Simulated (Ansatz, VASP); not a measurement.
# Cross-check of As (arsenene, 4 layers) between VASP and Ansatz

One calculation is typed for both programs; each brings its own data sets. How far apart do they land? The cell is taken from a series of runs on this material, whose earlier steps may have relaxed, scaled, displaced or heated it; both programs get it as it stands.

Main program and level: Ansatz 0.2.0; plane waves, with VASP 6.6.1 beside it; single point at PBE.

### Step 1. Set-up

The cell holds 8 atoms: 8 As. Its edges and angles: a = 3.610 Å, b = 3.610 Å, c = 32.600 Å, α = 90.0°, β = 90.0°, γ = 120.0°. Vacuum lies along c.

### Step 2. VASP: single point, PBE

With cell and atoms fixed, the geometry can't cause a difference; cores, projectors, grids and the points listed under the comparison can.

Lines of VASP's logs that name or quote its potential files are left out, and so is its time.

Contents of INCAR:

```
SYSTEM = As
PREC = Accurate
ENCUT = 400
EDIFF = 1E-06
NELM = 120
ISMEAR = -1
SIGMA = 0.05
LREAL = .FALSE.
ALGO = Normal
GGA = PE
NBANDS = 28
LORBIT = 11
LWAVE = .FALSE.
LCHARG = .FALSE.
ISIF = 2
LDIPOL = .TRUE.
IDIPOL = 3
DIPOL = 0.5 0.5 0.5
LVHAR = .TRUE.
LASPH = .TRUE.
GGA_COMPAT = .FALSE.
NELMDL = -8
KPAR = 2
```

Contents of POSCAR:

```
As
1.0
    3.6100000000      0.0000000000      0.0000000000
   -1.8050000000      3.1263517077      0.0000000000
    0.0000000000      0.0000000000     32.6000000000
As
8
Direct
    0.6666666666      0.3333333332      0.3084551810
    0.3333333332      0.6666666666      0.3504337963
    0.9999999999      0.9999999999      0.4224589374
    0.6666666666      0.3333333332      0.4640029047
    0.3333333332      0.6666666666      0.5359970767
    0.9999999999      0.9999999999      0.5775410440
    0.6666666666      0.3333333332      0.6495661852
    0.3333333332      0.6666666666      0.6915448004
```

Contents of KPOINTS:

```
Automatic mesh
0
Gamma
12 12 1
0 0 0
```

PAW data sets: As (PBE family, release 64).

Command:

```
$ mpirun -np 2 vasp_std
```

Numbers of over 12 decimals in the logs are rounded to 6 here.

Log:

```text
[banner, memory and clock lines left out]
running    2 mpi-ranks, on    1 nodes
 distrk:  each k-point on    1 cores,    2 groups
 distr:  one band on    1 cores,    1 groups

 POSCAR found type information on POSCAR As
 POSCAR found :  1 types and       8 ions
 LDA part: xc-table for (Slater+PW92), standard interpolation
 POSCAR, INCAR and KPOINTS ok, starting setup
 FFT: planning ... GRIDC
 FFT: planning ... GRID_SOFT
 FFT: planning ... GRID
 WAVECAR not read
 entering main loop
       N       E                     dE             d eps       ncg     rms          rms(c)
DAV:   1     0.229865990674E+03    0.22987E+03   -0.12146E+04  1064   0.885E+02
DAV:   2    -0.118359860906E+02   -0.24170E+03   -0.23602E+03  1544   0.177E+02
DAV:   3    -0.363633085036E+02   -0.24527E+02   -0.24270E+02  1268   0.618E+01
DAV:   4    -0.371148596518E+02   -0.75155E+00   -0.74585E+00  1564   0.121E+01
DAV:   5    -0.371317764236E+02   -0.16917E-01   -0.16878E-01  1436   0.167E+00
DAV:   6    -0.371323514693E+02   -0.57505E-03   -0.57481E-03  1592   0.299E-01
DAV:   7    -0.371323732497E+02   -0.21780E-04   -0.21777E-04  1424   0.487E-02
DAV:   8    -0.371323741969E+02   -0.94721E-06   -0.94710E-06  1432   0.945E-03    0.700E+00
DAV:   9    -0.370476068497E+02    0.84767E-01   -0.47050E-02  1236   0.943E-01    0.420E+00
DAV:  10    -0.370030895448E+02    0.44517E-01   -0.99014E-02  1296   0.147E+00    0.222E-01
DAV:  11    -0.370033141517E+02   -0.22461E-03   -0.94510E-03  1436   0.503E-01    0.135E-01
DAV:  12    -0.370035185483E+02   -0.20440E-03   -0.16156E-03  1204   0.197E-01    0.459E-02
DAV:  13    -0.370034599506E+02    0.58598E-04   -0.29278E-04  1508   0.831E-02    0.225E-02
DAV:  14    -0.370034408087E+02    0.19142E-04   -0.10823E-04  1328   0.412E-02    0.155E-02
DAV:  15    -0.370034557438E+02   -0.14935E-04   -0.35522E-05  1340   0.252E-02    0.703E-03
DAV:  16    -0.370035184271E+02   -0.62683E-04   -0.14670E-05  1276   0.124E-02    0.488E-03
DAV:  17    -0.370036186236E+02   -0.10020E-03   -0.11566E-05  1220   0.103E-02    0.256E-03
DAV:  18    -0.370036594602E+02   -0.40837E-04   -0.50568E-06  1128   0.597E-03    0.219E-03
DAV:  19    -0.370036857404E+02   -0.26280E-04   -0.10018E-06  1008   0.319E-03    0.793E-04
DAV:  20    -0.370036980107E+02   -0.12270E-04   -0.27349E-07   872   0.167E-03    0.734E-04
DAV:  21    -0.370037063912E+02   -0.83805E-05   -0.20626E-07   860   0.951E-04    0.362E-04
DAV:  22    -0.370037087108E+02   -0.23196E-05   -0.38676E-08   772   0.518E-04    0.154E-04
DAV:  23    -0.370037097748E+02   -0.10640E-05   -0.26120E-08   752   0.333E-04    0.666E-05
DAV:  24    -0.370037099994E+02   -0.22454E-06   -0.44673E-09   652   0.151E-04
   1 F= -.37003710E+02 E0= -.36998237E+02  d E =-.109457E-01
```

Parts of OUTCAR (step 2):

```text
ion  position               nearest neighbor table
   1  0.667  0.333  0.308-   2 2.49   2 2.49   2 2.49
   2  0.333  0.667  0.350-   1 2.49   1 2.49   1 2.49
   3  1.000  1.000  0.422-   4 2.49   4 2.49   4 2.49
   4  0.667  0.333  0.464-   3 2.49   3 2.49   3 2.49
   5  0.333  0.667  0.536-   6 2.49   6 2.49   6 2.49
   6  1.000  1.000  0.578-   5 2.49   5 2.49   5 2.49
   7  0.667  0.333  0.650-   8 2.49   8 2.49   8 2.49
   8  0.333  0.667  0.692-   7 2.49   7 2.49   7 2.49

  LATTYP: Found a hexagonal cell.
 ALAT       =     3.6100000000
 C/A-ratio  =     9.0304709141

 Subroutine GETGRP returns: Found 12 space group operations
 (whereof 12 operations were pure point group operations)

The static configuration has the point symmetry D_3d.

 Found     19 irreducible k-points:

   k-points           NKPTS =     19   k-points in BZ     NKDIM =     19   number of bands    NBANDS=     28

   dimension x,y,z NGX =    24 NGY =   24 NGZ =  216
   dimension x,y,z NGXF=    48 NGYF=   48 NGZF=  432

   ENCUT  =  400.0 eV  29.40 Ry    5.42 a.u.   5.89  5.89 53.16*2*pi/ulx,y,z

   NELECT =      40.0000    total number of electrons

 k-points in reciprocal lattice and weights: Automatic mesh
   0.00000000  0.00000000  0.00000000       0.007
   0.08333333  0.00000000  0.00000000       0.042
   0.16666667  0.00000000  0.00000000       0.042
   0.25000000  0.00000000  0.00000000       0.042
   0.33333333  0.00000000  0.00000000       0.042
   0.41666667  0.00000000  0.00000000       0.042
   0.50000000  0.00000000  0.00000000       0.021
   0.08333333  0.08333333  0.00000000       0.042
   0.16666667  0.08333333  0.00000000       0.083
[...]
0.33333333  0.25000000  0.00000000       0.083
   0.33333333  0.33333333  0.00000000       0.014

 dipolmoment           0.000000      0.000000      0.000014 electrons x Angstroem

 average (electrostatic) potential at core
       1 -54.9650       2 -55.1004       3 -55.1414       4 -55.1305       5 -55.1304
       6 -55.1413       7 -55.1002       8 -54.9648

 E-fermi :   0.4592

 k-point     1 :       0.0000    0.0000    0.0000
  band No.  band energies     occupation
    ...
     15      -0.9410      2.00000
     16      -0.9410      2.00000
     17      -0.9172      2.00000
     18      -0.9172      2.00000
     19      -0.2304      2.00000
     20       0.6418      0.05054
     21       0.8208      0.00144
     22       1.7538      0.00000
     23       1.7538      0.00000
     24       2.2453      0.00000
    ...

 k-point     2 :       0.0833    0.0000    0.0000
  band No.  band energies     occupation
    ...
     15      -1.3427      2.00000
     16      -1.1108      2.00000
     17      -1.0315      2.00000
     18      -0.8817      2.00000
     19       0.2162      1.98461
     20       0.7901      0.00267
     21       1.3126      0.00000
     22       1.8991      0.00000
     23       1.9090      0.00000
     24       1.9527      0.00000
    ...

 k-point     3 :       0.1667    0.0000    0.0000
  band No.  band energies     occupation
    ...
     16      -1.5373      2.00000
     17      -1.3830      2.00000
     18      -0.9152      2.00000
     19      -0.4772      2.00000
     20       0.2114      1.98601
     21       1.2482      0.00000
     22       1.8158      0.00000
     23       2.0045      0.00000
     24       2.2813      0.00000
     25       2.6833      0.00000
    ...

  Total        7.1792319      7.1792319      2.8233773      0.0000000     -0.0000000     -0.0000000
  in kB       31.2626602     31.2626602     12.2946695      0.0000000     -0.0000000     -0.0000000
  external PRESSURE =      24.9399966 kB  Pullay stress =       0.0000000 kB

  energy-cutoff  :      400.00
  volume of cell :      367.93
      direct lattice vectors                 reciprocal lattice vectors
     3.610000000  0.000000000  0.000000000     0.277008310  0.159930822  0.000000000
    -1.805000000  3.126351708  0.000000000     0.000000000  0.319861645  0.000000000
     0.000000000  0.000000000 32.600000000     0.000000000  0.000000000  0.030674847

 POSITION                                       TOTAL-FORCE (eV/Angst)
 -----------------------------------------------------------------------------------
      1.80500      1.04212     10.05564         0.000000     -0.000000     -0.186952
     -0.00000      2.08423     11.42414         0.000000     -0.000000     -0.029242
      1.80500      3.12635     13.77216        -0.000000     -0.000000     -0.062505
      1.80500      1.04212     15.12649         0.000000     -0.000000      0.036974
     -0.00000      2.08423     17.47350        -0.000000      0.000000     -0.036974
      1.80500      3.12635     18.82784         0.000000      0.000000      0.062505
      1.80500      1.04212     21.17586         0.000000      0.000000      0.029242
     -0.00000      2.08423     22.54436         0.000000      0.000000      0.186952
 -----------------------------------------------------------------------------------
    total drift:                                0.000000      0.000000      0.001078

  FREE ENERGIE OF THE ION-ELECTRON SYSTEM (eV)
  ---------------------------------------------------
  free  energy   TOTEN  =       -37.0037099994 eV

  energy  without entropy=      -36.9927643471  energy(sigma->0) =      -36.99823717

 vacuum level on the upper side and lower side of the slab         4.595         4.594

 total charge
# of ion       s       p       d       tot
------------------------------------------
    1        1.295   1.383   0.042   2.721
    2        1.299   1.372   0.054   2.725
    3        1.302   1.377   0.054   2.733
    4        1.300   1.383   0.054   2.736
    5        1.300   1.383   0.054   2.736
    6        1.302   1.377   0.054   2.733
    7        1.299   1.372   0.054   2.725
    8        1.295   1.383   0.042   2.721
--------------------------------------------------
tot         10.393  11.029   0.408  21.830

[... 3 further parts left out ...]
```

### Step 3. Ansatz: single point, PBE

Ansatz runs on its default PAW (the set named soft_2) files.

The same cell, functional, mesh and smearing now go to Ansatz, which takes its cutoff from its data sets.

Contents of input.yaml:

```yaml
crystal:
  lattice:
    - [3.61, 0.0, 0.0]
    - [-1.805, 3.1263517077, 0.0]
    - [0.0, 0.0, 32.6]
  atoms:
    - { symbol: As, position: [0.6666666667, 0.3333333333, 0.308455181] }
    - { symbol: As, position: [0.3333333333, 0.6666666667, 0.3504337953] }
    - { symbol: As, position: [0.0, 0.0, 0.4224589564] }
    - { symbol: As, position: [0.6666666667, 0.3333333333, 0.4640029238] }
    - { symbol: As, position: [0.3333333333, 0.6666666667, 0.5359970958] }
    - { symbol: As, position: [0.0, 0.0, 0.577541063] }
    - { symbol: As, position: [0.6666666667, 0.3333333333, 0.6495661842] }
    - { symbol: As, position: [0.3333333333, 0.6666666667, 0.6915448004] }
kpoints:
  mp_grid: { grid: [12, 12, 1] }
  band_path:
    path: [[0, 0, 0], [0.5, 0, 0], [0.33333333, 0.33333333, 0], [0, 0, 0]]
    npoints: 24
hamiltonian:
  xc: pbe
scf:
  occupations: { method: fermi_dirac, width: 0.05 }
  convergence: { dr2_threshold: 1.0e-09 }
efield:
  axis: 3
  dipole_correction: true
  ramp_position: 0.97
  ramp_width: 0.06
output:
  fatbands: true
  dos: { projected: true, e_range: [-8, 5] }
  write_potential: true
  write_density: true
  volumetric_format: npy
  elf: true
```

Command:

```
$ ansatz run input.yaml --threads 4 --pin off --max-ram 6144MiB --backend cpu --events-out ev --progress --plain --runs-dir out
```

Log:

```text
Engine: ansatz 0.2.0, x86_64-unknown-linux-gnu
Pseudopotentials: kind: paw
Pseudopotential: As, paw, valence charge 15, recommended cutoff 420 eV (normal), As.paw.azcp
Functional definition: PBE
  parameter kappa = 0.804
  parameter beta = 0.066725
  exchange = pbe_x(kappa = kappa, mu = beta*pi^2/3)
  correlation = pbe_c(beta = beta)
Crystal: 8 atoms, lattice volume = 367.928 Å³
Basis set: ecut = 420 eV, 7105 PW (Γ)
Bands: 72, of which v1, the nominal top of the filled ones, is band 60 counted from 1 (59 counted from 0)
Symmetry: 6 space group operations
k-points: 19 of 144 (time reversal used)
Non-local potential: As, projectors of the file, l = 0: 2, l = 1: 2, l = 2: 3, l = 3: 1
PAW form: soft (Blöchl's): semilocal exchange-correlation on the pseudo side does not see the compensation charge
PAW one-centre angular grid: As, 590 points (default); XC on 64 Gauss nodes
Initial density: superposition of atomic densities (neutral atoms: chi_scale 0, normalization atom), corrected by the library's trained network
Initial wavefunctions: pseudopotential atomic-orbital guess
Functional: x = pbe(κ = 0.804, μ = 0.219515), c = pbe(β = 0.066725)
SCF iter   1: F=—  HF=-38848.748400 eV  |F-HF|=—  |Δ(HF+E_count)|=         —  Δρ=1.34e-3  dr2=1.41e-2  ethr=1.77e-3  p=0.000 e·Å  D=8.80e-9 V/Å  ΔV_dip=-0.00 eV  dr2_dipole=1.45e-8  V_vac-E_F(+/−)=4.04/4.04 eV  ⟨swp⟩=6.7  Hψ=5262  notcnv=0  defer=14
efield: sawtooth ramp at fractional position 0.9700 (set: `efield.ramp_position`, or a place that a band, a saddle search or an elastic batch's reference lends), width 0.0600; the density the first Hamiltonian is built on has a dipole p = 0.000 e·Å; the dipole correction subtracts the counter field D = 8.80e-9 V/Å, which shifts the + side's vacuum level by -0.00 eV against the − side's; the planar-averaged density in the ramp window peaks in size at 1.7e-6 e/Å³
preconditioner: auto → LDOS  [insulator: Δε(μ)=0.232 eV  Ē_g=9.246 eV  σ=0.050 eV  W_gap=0.57  n_scr=88 (ndim 8)  ℏωp=12.2 eV  f_vac=0.522  D(μ)=1.34/eV (n_scr^D=8)  ε∞_Penn≈2.8  β→1.0]
SCF iter   2: F=—  HF=-38848.749421 eV  |F-HF|=—  |Δ(HF+E_count)|=   1.02e-3  Δρ=8.28e-4  dr2=1.17e-2  ethr=1.17e-5  p=-0.000 e·Å  D=-3.84e-6 V/Å  ΔV_dip=0.00 eV  dr2_dipole=9.18e-8  V_vac-E_F(+/−)=4.20/4.20 eV  ⟨swp⟩=2.2  Hψ=2905  notcnv=0  defer=45
SCF iter   3: F=—  HF=-38848.747002 eV  |F-HF|=—  |Δ(HF+E_count)|=   2.42e-3  Δρ=2.47e-4  dr2=1.49e-3  ethr=9.78e-6  p=0.000 e·Å  D=6.85e-6 V/Å  ΔV_dip=-0.00 eV  dr2_dipole=1.56e-9  V_vac-E_F(+/−)=4.11/4.11 eV  ⟨swp⟩=3.0  Hψ=2641  notcnv=0  defer=45
SCF iter   4: F=—  HF=-38848.746883 eV  |F-HF|=—  |Δ(HF+E_count)|=   1.19e-4  Δρ=8.92e-5  dr2=1.06e-4  ethr=1.24e-6  p=0.000 e·Å  D=3.33e-8 V/Å  ΔV_dip=-0.00 eV  dr2_dipole=7.94e-12  V_vac-E_F(+/−)=4.13/4.13 eV  ⟨swp⟩=2.0  Hψ=1531  notcnv=0  defer=45
SCF iter   5: F=—  HF=-38848.746877 eV  |F-HF|=—  |Δ(HF+E_count)|=   6.66e-6  Δρ=2.88e-5  dr2=5.24e-6  ethr=8.82e-8  p=-0.000 e·Å  D=-1.08e-7 V/Å  ΔV_dip=0.00 eV  dr2_dipole=1.01e-12  V_vac-E_F(+/−)=4.13/4.13 eV  ⟨swp⟩=2.4  Hψ=1671  notcnv=0  defer=45
SCF iter   6: F=—  HF=-38848.746859 eV  |F-HF|=—  |Δ(HF+E_count)|=   1.76e-5  Δρ=6.24e-6  dr2=5.80e-7  ethr=4.37e-9  p=0.000 e·Å  D=1.77e-7 V/Å  ΔV_dip=-0.00 eV  dr2_dipole=2.72e-12  V_vac-E_F(+/−)=4.13/4.13 eV  ⟨swp⟩=2.1  Hψ=1733  notcnv=0  defer=45
SCF iter   7: F=—  HF=-38848.746859 eV  |F-HF|=—  |Δ(HF+E_count)|=   1.05e-8  Δρ=1.78e-6  dr2=2.49e-8  ethr=4.84e-10  p=-0.000 e·Å  D=-1.19e-7 V/Å  ΔV_dip=0.00 eV  dr2_dipole=1.35e-12  V_vac-E_F(+/−)=4.12/4.12 eV  ⟨swp⟩=3.0  Hψ=2571  notcnv=0  defer=45
SCF iter   8: F=—  HF=-38848.746859 eV  |F-HF|=—  |Δ(HF+E_count)|=   8.80e-9  Δρ=3.48e-7  dr2=1.39e-9  ethr=2.07e-11  p=0.000 e·Å  D=1.94e-7 V/Å  ΔV_dip=-0.00 eV  dr2_dipole=5.36e-12  V_vac-E_F(+/−)=4.12/4.12 eV  ⟨swp⟩=3.0  Hψ=2784  notcnv=0  defer=45
SCF iter   9: F=-38848.746859 eV  HF=-38848.746859 eV  |F-HF|=8.00e-11  |Δ(HF+E_count)|=  3.64e-11  Δρ=1.27e-7  dr2=2.89e-10  ethr=1.00e-12  p=-0.000 e·Å  D=-1.77e-7 V/Å  ΔV_dip=0.00 eV  dr2_dipole=5.51e-12  V_vac-E_F(+/−)=4.12/4.12 eV  ⟨swp⟩=10.7  Hψ=4240  notcnv=0
SCF 1 converged in 9 iterations: F = -38848.746859 eV  dr2 = 2.89e-10
  greatest PAW one-centre occupation: 0.999 electrons in one spin orbital (limit 2), on the As atom at site 5 (counted from 0), in its partial waves of l = 2
NSCF: frozen V_eff on 73 k-points
efield: sawtooth ramp at fractional position 0.9700 (kept from the solve that this one continues, or follows in the run), width 0.0600; the density the first Hamiltonian is built on has a dipole p = -0.000 e·Å; the dipole correction subtracts the counter field D = -1.77e-7 V/Å, which shifts the + side's vacuum level by +0.00 eV against the − side's; the planar-averaged density in the ramp window peaks in size at 7.7e-8 e/Å³
WARN: The output density's exchange-correlation potential varies sharply where the density is thin. Do not read a vacuum level from v_tot or v_xc, or from such a field of the output density. On a cell that repeats whose density bears no net charge and no dipole along the vacuum's axis use v_es (v_loc + v_h of the components); under efield.dipole_correction with no amplitude use v_es + v_field, which holds any externa [...]
SCF converged after 9 iterations
Free energy (F): -38848.746859 eV
Harris-Foulkes:  -38848.746859 eV  (|F-HF|=8.00e-11)
Internal energy: -38848.735932 eV  (E = F + TS)
E sigma→0 (E₀):  -38848.741396 eV
Entropy (-TS):   -0.010927 eV (-1.366 meV/atom)
Fermi energy:    2.940298 eV
Dipole field:    D = 0.000002 V/Å  (p = 0.000004 e·Å, saw-weighted, corrected)
Work function:   Φ+ = 4.1249 eV   Φ− = 4.1250 eV
Levels:          The Fermi level and band energies are counted from a zero that moves with the ramp; work functions are not
--- Per-component energies (eV) ---
  E_band       = -2824.999069
  E_kinetic    = 823.856505
  E_local      = -204490.932822  (includes V_loc(G=0)·N_el)
  E_nonlocal   = -5365.656230
  E_hartree    = 102489.402724
  E_xc         = -635.448591
  E_vxc        = -635.700055  (∫ρ·V_xc dr)
  E_paw        = -14676.377426  (= ΣΔE_a)
  E_vpaw       = 1864.625818  (= ΣTr[D̂ρ^β])
  E_aug_tail   = 0.000049  (compensation charges beyond the density's cutoff)
  E_efield     = 0.000000  (sawtooth field / dipole correction)
  E_vefield    = 0.000000  (∫n·V_field dr)
  E_ewald      = 83006.419859
  E_smearing   = -0.010927  (= −TS)
  E_closure    = 0.000000  (closes the sum)
  Σ components = -38848.746859   (vs F -38848.746859, Δ=0.00e0)
--- Band table (eV; the first three rows and the last of 19) ---
  k-point 0: bands = [... 56 lower, 1.5730, 1.5730, 2.2457, 3.1318, 3.3217, 4.2363, 4.2363, 4.7282, ... 8 higher]
  k-point 1: bands = [... 56 lower, 1.4594, 1.5941, 2.6869, 3.2637, 3.8051, 4.3837, 4.4020, 4.4339, ... 8 higher]
  k-point 2: bands = [... 56 lower, 1.1090, 1.5561, 1.9934, 2.6828, 3.7375, 4.2950, 4.4899, 4.7595, ... 8 higher]
  k-point 18: bands = [... 56 lower, -0.5245, -0.2406, 0.1473, 0.1473, 3.4585, 3.9155, 3.9155, 4.2757, ... 8 higher]
```

The column dr2 measures how far the density is from self-consistency, as an energy; F and HF (Harris–Foulkes) agree once it is small.

### Step 4. Side by side

Known differences besides the potentials themselves: the data sets hold 120 valence electrons in Ansatz (on its default PAW (the set named soft_2) files) and 40 in VASP; the cutoff is 420 eV in Ansatz and 400 eV in VASP. Total energies have different zeros and are not compared.

Both answers:

| quantity | Ansatz | VASP | difference |
| --- | --- | --- | --- |
| work function, lower of the two faces (eV) | 4.12 | 4.13 | -0.01 |
| work function, higher of the two faces (eV) | 4.12 | 4.14 | -0.01 |

With vacuum in the cell, a pressure given here is an average over mostly empty space and none of the material.

### Step 5. Outcome

```json
{"difference in work function, higher of the two faces (single point, PBE)": "-0.011 eV"}
```

The difference in work function, higher of the two faces is -0.011 eV (single point, PBE). The data sets hold unlike numbers of valence electrons (120 in Ansatz and 40 in VASP), so part of the differences comes from the potentials. 1 further run of this series is not shown here. Such differences can come from data sets, numerical settings and the points named under the comparisons, not from the functional's error against experiment.

[Lines on the potential files, build, host, timing and source positions are cut from VASP's logs without a mark.]

[Logs are printed without paths, hosts, clocks, repeated set-up lines and the standing remarks that a program may print on its own settings, such as how far it seeks lower states.]

[Hosts, paths, dates, database ids (printed as entryN), source tags and the programs' standing remarks are cut or masked in the printed files.]
